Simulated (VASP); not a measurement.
All values below come from PBEsol GGA, VASP's PBE PAW potentials (set 64) (plane waves; VASP 6.6.1).

VASP ran on this input.

File KPOINTS:
```
Automatic
0
gamma
  6 6 4
```

### POSCAR
```
Se
1
    2.0216429672    -3.5015883226     0.0000000000
    2.0216429672     3.5015883226    -0.0000000000
    0.0000000000     0.0000000000     5.1265898404
Se
3
Direct
  0.0000000000   0.2483172001   0.6666670000
  0.7516827999   0.7516827999   0.0000000000
  0.2483172001   0.0000000000   0.3333330000
```

### INCAR
```
# general
SYSTEM =Se
PREC   =Accurate
ENCUT  =530
LREAL  =F   # projection in real space or not
LASPH  =T

# electronic loop
EDIFF  =1E-7   # SCF stop (eV)
NELM   =100
ALGO   =Normal   # blocked Davidson
LMAXMIX=4   # l cut-off of mixed one-centre charges

# smearing
ISMEAR =0   # Gaussian
SIGMA  =0.05

# functional
GGA    =PS   # PBEsol

# ions
IBRION =6   # finite differences
NSW    =1   # most ionic steps
ISIF   =3   # ions, shape and volume
POTIM  =0.015
NFREE  =2

# output
LWAVE  =F
LCHARG =F
```

POTCAR, in this order: Se (PBE.64 set). Program: vasp_std.

Output

### OUTCAR
```
 ion  position               nearest neighbor table
   1  0.000  0.248  0.667-   2 2.44   3 2.44
   2  0.752  0.752  0.000-   1 2.44   3 2.44
   3  0.248  0.000  0.333-   2 2.44   1 2.44
  LATTYP: Found a hexagonal cell.
 ALAT       =     4.0432859246
 C/A-ratio  =     1.2679266161
 Subroutine PRICEL returns:
 Original cell was already a primitive cell.
 Subroutine GETGRP returns: Found  6 space group operations
The static configuration has the point symmetry C_2 .
 The point group associated with its full space group is D_3 .
The dynamic configuration has the point symmetry C_2 .
 Subroutine INISYM returns: Found  6 space group operations
 Subroutine IBZKPT returns following result:
 Found     24 irreducible k-points:

 Following reciprocal coordinates:
            Coordinates               Weight
  0.000000  0.000000  0.000000      1.000000
  0.166667  0.000000  0.000000      6.000000
  0.333333  0.000000  0.000000      6.000000
  0.500000  0.000000  0.000000      3.000000
  0.166667  0.166667  0.000000      6.000000
  0.333333  0.166667  0.000000     12.000000
  0.333333  0.333333  0.000000      2.000000
  0.000000  0.000000  0.250000      2.000000
  0.166667  0.000000  0.250000      6.000000
  0.000000  0.166667  0.250000      6.000000
  0.333333  0.000000  0.250000      6.000000
  0.000000  0.333333  0.250000      6.000000
  0.500000  0.000000  0.250000      6.000000
  0.166667  0.166667  0.250000     12.000000
  0.333333  0.166667  0.250000     12.000000
 -0.166667  0.500000  0.250000     12.000000
  0.333333  0.333333  0.250000      4.000000
  0.000000  0.000000  0.500000      1.000000
  0.166667  0.000000  0.500000      6.000000
  0.333333  0.000000  0.500000      6.000000
  0.500000  0.000000  0.500000      3.000000
...
```

OSZICAR:
```
       N       E                     dE             d eps       ncg     rms          rms(c)
DAV:   1     0.848398338707E+02    0.84840E+02   -0.75622E+03   624   0.118E+03
DAV:   2    -0.595308483187E+01   -0.90793E+02   -0.86799E+02   823   0.179E+02
DAV:   3    -0.115782637172E+02   -0.56252E+01   -0.55632E+01   734   0.517E+01
DAV:   4    -0.116329207081E+02   -0.54657E-01   -0.54553E-01   704   0.567E+00
DAV:   5    -0.116333985662E+02   -0.47786E-03   -0.47774E-03   769   0.510E-01    0.704E+00
DAV:   6    -0.115779312182E+02    0.55467E-01   -0.33944E-02   649   0.134E+00    0.433E+00
DAV:   7    -0.115584361081E+02    0.19495E-01   -0.63706E-02   659   0.181E+00    0.182E-01
DAV:   8    -0.115575903552E+02    0.84575E-03   -0.99006E-03   644   0.706E-01    0.100E-01
DAV:   9    -0.115576359408E+02   -0.45586E-04   -0.25524E-04   784   0.129E-01    0.298E-02
DAV:  10    -0.115576349212E+02    0.10195E-05   -0.29515E-05   709   0.423E-02    0.636E-03
DAV:  11    -0.115576351582E+02   -0.23700E-06   -0.66548E-06   719   0.172E-02    0.441E-03
DAV:  12    -0.115576348706E+02    0.28760E-06   -0.11987E-06   674   0.782E-03    0.123E-03
DAV:  13    -0.115576347794E+02    0.91223E-07   -0.14778E-07   402   0.254E-03
   1 F= -.11557635E+02 E0= -.11557635E+02  d E =-.652281E-11
 Found     2 degrees of freedom:
 Adding 6 more for cell shape distortion
```

**OUTCAR**
```
------------------------ aborting loop because EDIFF is reached ----------------------------------------
  FORCE on cell =-STRESS in cart. coord.  units (eV):
  Direction    XX          YY          ZZ          XY          YZ          ZX
  --------------------------------------------------------------------------------------
  Total        0.0221007      0.0221007      0.0035707      0.0000000      0.0000000      0.0000000
  in kB        0.4878523      0.4878523      0.0788201      0.0000000      0.0000000      0.0000000
  external PRESSURE =       0.3515082 kB  Pullay stress =       0.0000000 kB
  volume of cell :       72.58
      direct lattice vectors                 reciprocal lattice vectors
     2.021642967 -3.501588323  0.000000000     0.247323592 -0.142792343  0.000000000
     2.021642967  3.501588323  0.000000000     0.247323592  0.142792343  0.000000000
     0.000000000  0.000000000  5.126589840     0.000000000  0.000000000  0.195061441
 POSITION                                       TOTAL-FORCE (eV/Angst)
 -----------------------------------------------------------------------------------
      0.50201      0.86950      3.41773         0.008650      0.014983      0.000000
      3.03927      0.00000      0.00000        -0.017301      0.000000     -0.000000
      0.50201     -0.86950      1.70886         0.008650     -0.014983     -0.000000
 -----------------------------------------------------------------------------------
    total drift:                               -0.000231     -0.000431      0.000012
  FREE ENERGIE OF THE ION-ELECTRON SYSTEM (eV)
  ---------------------------------------------------
  free  energy   TOTEN  =       -11.5576347794 eV

  energy  without entropy=      -11.5576347794  energy(sigma->0) =      -11.55763478
```
(Selected blocks of OUTCAR.)

**stdout**
```
...
 WAVECAR not read
 entering main loop
       N       E                     dE             d eps       ncg     rms          rms(c)
DAV:   1     0.848398338707E+02    0.84840E+02   -0.75622E+03   624   0.118E+03
DAV:   2    -0.595308483187E+01   -0.90793E+02   -0.86799E+02   823   0.179E+02
DAV:   3    -0.115782637172E+02   -0.56252E+01   -0.55632E+01   734   0.517E+01
DAV:   4    -0.116329207081E+02   -0.54657E-01   -0.54553E-01   704   0.567E+00
DAV:   5    -0.116333985662E+02   -0.47786E-03   -0.47774E-03   769   0.510E-01    0.704E+00
DAV:   6    -0.115779312182E+02    0.55467E-01   -0.33944E-02   649   0.134E+00    0.433E+00
DAV:   7    -0.115584361081E+02    0.19495E-01   -0.63706E-02   659   0.181E+00    0.182E-01
DAV:   8    -0.115575903552E+02    0.84575E-03   -0.99006E-03   644   0.706E-01    0.100E-01
DAV:   9    -0.115576359408E+02   -0.45586E-04   -0.25524E-04   784   0.129E-01    0.298E-02
DAV:  10    -0.115576349212E+02    0.10195E-05   -0.29515E-05   709   0.423E-02    0.636E-03
DAV:  11    -0.115576351582E+02   -0.23700E-06   -0.66548E-06   719   0.172E-02    0.441E-03
DAV:  12    -0.115576348706E+02    0.28760E-06   -0.11987E-06   674   0.782E-03    0.123E-03
DAV:  13    -0.115576347794E+02    0.91223E-07   -0.14778E-07   402   0.254E-03
   1 F= -.11557635E+02 E0= -.11557635E+02  d E =-.652281E-11
 Found     2 degrees of freedom:
 Adding 6 more for cell shape distortion
 Finite differences POTIM= 0.01500 DOF=   8

 -----------------------------------------------------------------------------
|                                                                             |
|     EEEEEEE  RRRRRR   RRRRRR   OOOOOOO  RRRRRR      ###     ###     ###     |
|     E        R     R  R     R  O     O  R     R     ###     ###     ###     |
|     E        R     R  R     R  O     O  R     R     ###     ###     ###     |
|     EEEEE    RRRRRR   RRRRRR   O     O  RRRRRR       #       #       #      |
|     E        R   R    R   R    O     O  R   R                               |
|     E        R    R   R    R   O     O  R    R      ###     ###     ###     |
|     EEEEEEE  R     R  R     R  OOOOOOO  R     R     ###     ###     ###     |
|                                                                             |
|     RE_READ_KPOINTS: the new IBZ does not contain all k-points of the       |
|     original IBZ.                                                           |
|                                                                             |
|     ... try setting KBLOWUP=.FALSE.                                         |
|     ... as a last resort: switch off symmetry                               |
|                                                                             |
|       ---->  I REFUSE TO CONTINUE WITH THIS SICK JOB ... BYE!!! <----       |
|                                                                             |
 -----------------------------------------------------------------------------
```

VASP stops with an error: RE_READ_KPOINTS: the new IBZ does not contain all k-points of the original IBZ. ... try setting KBLOWUP=.FALSE. ... as a last resort: switch off symmetry ----> I REFUSE TO CONTINUE WITH THIS SICK JOB ... BYE!!! <----

Without a dispersion term in the relaxation, distances and binding between the weakly bound layers, chains or molecules are unreliable, and so is what depends on them.

The compound is Se in the trig structure. It was relaxed first, which changed the volume by -11 %.
